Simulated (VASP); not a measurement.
All values below come from optB86b-vdW, VASP's PBE PAW potentials (set 64) (plane waves; VASP).

A VASP calculation is set up with these files.

POSCAR:
```
PbS
1
    0.0000000000     2.9757225541     2.9757225541
    2.9757225541     0.0000000000     2.9757225541
    2.9757225541     2.9757225541     0.0000000000
Pb S
1 1
Direct
  0.0000000000   0.0000000000   0.0000000000
  0.5000000000   0.5000000000   0.5000000000
```

### INCAR
```
# general
SYSTEM   = PbS
PREC     = Accurate
ENCUT    = 520
LREAL    = .False.
LASPH    = .True.
ICHARG   = 11

# electronic loop
EDIFF    = 1E-7
NELM     = 100
ALGO     = Normal
LMAXMIX  = 4

# smearing
ISMEAR   = 0
SIGMA    = 0.05

# functional
GGA      = MK
LUSE_VDW = .True.
AGGAC    = 0.0
PARAM1   = 0.1234
PARAM2   = 1.0

# output
LWAVE    = .False.
LCHARG   = .False.
LORBIT   = 11
```

KPOINTS:
```
k-points along high-symmetry lines
15
Line-mode
Reciprocal
  0.000000   0.000000   0.000000 ! GAMMA
  0.500000   0.000000   0.500000 ! X

  0.500000   0.000000   0.500000 ! X
  0.625000   0.250000   0.625000 ! U

  0.375000   0.375000   0.750000 ! K
  0.000000   0.000000   0.000000 ! GAMMA

  0.000000   0.000000   0.000000 ! GAMMA
  0.500000   0.500000   0.500000 ! L

  0.500000   0.500000   0.500000 ! L
  0.500000   0.250000   0.750000 ! W

  0.500000   0.250000   0.750000 ! W
  0.500000   0.000000   0.500000 ! X
```

POTCAR, in this order: Pb_d S (PBE.64 set). Program: vasp_std. Read from the step before: CHGCAR.

The resulting files:

File OUTCAR:
```
 ion  position               nearest neighbor table
   1  0.000  0.000  0.000-   2 2.98   2 2.98   2 2.98   2 2.98   2 2.98   2 2.98
   2  0.500  0.500  0.500-   1 2.98   1 2.98   1 2.98   1 2.98   1 2.98   1 2.98
  LATTYP: Found a face centered cubic cell.
 ALAT       =     5.9514451082
 Subroutine PRICEL returns:
 Original cell was already a primitive cell.
 Subroutine GETGRP returns: Found 48 space group operations
The static configuration has the point symmetry O_h .
The dynamic configuration has the point symmetry O_h .
 Subroutine INISYM returns: Found 48 space group operations
   k-points           NKPTS =     90   k-points in BZ     NKDIM =     90   number of bands    NBANDS=     14
   number of dos      NEDOS =    301   number of ions     NIONS =      2
   total plane-waves  NPLWV =  32768
   dimension x,y,z NGX =    32 NGY =   32 NGZ =   32
   dimension x,y,z NGXF=    64 NGYF=   64 NGZF=   64
   ions per type =               1   1
   PREC   = accura    normal or accurate (medium, high low for compatibility)
   ISTART =      0    job   : 0-new  1-cont  2-samecut
   ICHARG =     11    charge: 1-file 2-atom 10-const
   ISPIN  =      1    spin polarized calculation?
   LNONCOLLINEAR =      F non collinear calculations
   LSORBIT =      F    spin-orbit coupling
   INIWAV =      1    electr: 0-lowe 1-rand  2-diag
   ENCUT  =  520.0 eV  38.22 Ry    6.18 a.u.   7.82  7.82  7.82*2*pi/ulx,y,z
   NELM   =    100;   NELMIN=  2; NELMDL= -5     # of ELM steps
   EDIFF  = 0.1E-06   stopping-criterion for ELM
   LREAL  =      F    real-space projection
   NLSPLINE    = F    spline interpolate recip. space projectors
   LMAXMIX     =    4 max onsite mixed and CHGCAR
   VOSKOWN=      0    Vosko Wilk Nusair interpolation
   EDIFFG = 0.1E-05   stopping-criterion for IOM
   NSW    =      0    number of steps for IOM
   NBLOCK =      1;   KBLOCK =      1    inner block; outer block
   IBRION =     -1    ionic relax: 0-MD 1-quasi-New 2-CG
   NFREE  =      0    steps in history (QN), initial steepest desc. (CG)
   ISIF   =      2    stress and relaxation
   ISYM   =      2    0-nonsym 1-usesym 2-fastsym
   TEIN   =    0.0    initial temperature
   TEBEG  =    0.0;   TEEND  =   0.0 temperature during run
...
```

File OSZICAR:
```
       N       E                     dE             d eps       ncg     rms          rms(c)
DAV:   1     0.164202614500E+03    0.16420E+03   -0.99259E+03  2520   0.150E+03
DAV:   2     0.776926713428E+01   -0.15643E+03   -0.15287E+03  2724   0.360E+02
DAV:   3    -0.461224680608E+01   -0.12382E+02   -0.12047E+02  3366   0.104E+02
DAV:   4    -0.492169279747E+01   -0.30945E+00   -0.30928E+00  2844   0.195E+01
DAV:   5    -0.493260776678E+01   -0.10915E-01   -0.10915E-01  3570   0.350E+00
DAV:   6    -0.493309097744E+01   -0.48321E-03   -0.48321E-03  3290   0.616E-01
DAV:   7    -0.493309547736E+01   -0.44999E-05   -0.45004E-05  3640   0.574E-02
DAV:   8    -0.493309553649E+01   -0.59129E-07   -0.59102E-07  2886   0.709E-03
   1 F= -.49330955E+01 E0= -.49330955E+01  d E =-.203291E-09
```

### OUTCAR
```
 val. band max:        5.5662565313   @ k =   0.5000   0.5000   0.5000

 cond. band min:       5.9617025300   @ k =   0.5000   0.5000   0.5000



 k-point     1 :       0.0000    0.0000    0.0000
  band No.  band energies     occupation
      1     -11.1810      2.00000
      2     -11.1810      2.00000
      3     -11.1810      2.00000
      4     -11.1648      2.00000
      5     -11.1648      2.00000
      6      -7.8946      2.00000
      7      -0.5119      2.00000
      8       3.4886      2.00000
      9       3.4886      2.00000
     10       3.4886      2.00000
     11      10.6986      0.00000
     12      10.6986      0.00000
     13      10.6986      0.00000
     14      12.3699      0.00000

 k-point     2 :       0.0357    0.0000    0.0357
  band No.  band energies     occupation
      1     -11.1813      2.00000
      2     -11.1803      2.00000
      3     -11.1803      2.00000
      4     -11.1657      2.00000
      5     -11.1645      2.00000
      6      -7.8800      2.00000
      7      -0.5627      2.00000
      8       3.4716      2.00000
      9       3.4716      2.00000
     10       3.5696      2.00000
     11      10.4134      0.00000
     12      10.6509      0.00000
     13      10.6509      0.00000
     14      12.2486      0.00000

 k-point     3 :       0.0714    0.0000    0.0714
  band No.  band energies     occupation
      1     -11.1822      2.00000
      2     -11.1782      2.00000
      3     -11.1782      2.00000
      4     -11.1683      2.00000
      5     -11.1636      2.00000
      6      -7.8362      2.00000
      7      -0.7007      2.00000
      8       3.4216      2.00000
      9       3.4216      2.00000
     10       3.7918      2.00000
     11       9.7505      0.00000
     12      10.5449      0.00000
     13      10.5449      0.00000
     14      11.9645      0.00000

 k-point     4 :       0.1071    0.0000    0.1071
  band No.  band energies     occupation
      1     -11.1837      2.00000
...
```

The density is held fixed in this step, so its total energy and stress have no physical meaning. Unless said otherwise, spin-orbit coupling is left out, though it shifts the bands of the heavy elements here.

The compound is PbS in the rock salt structure. It was relaxed first.
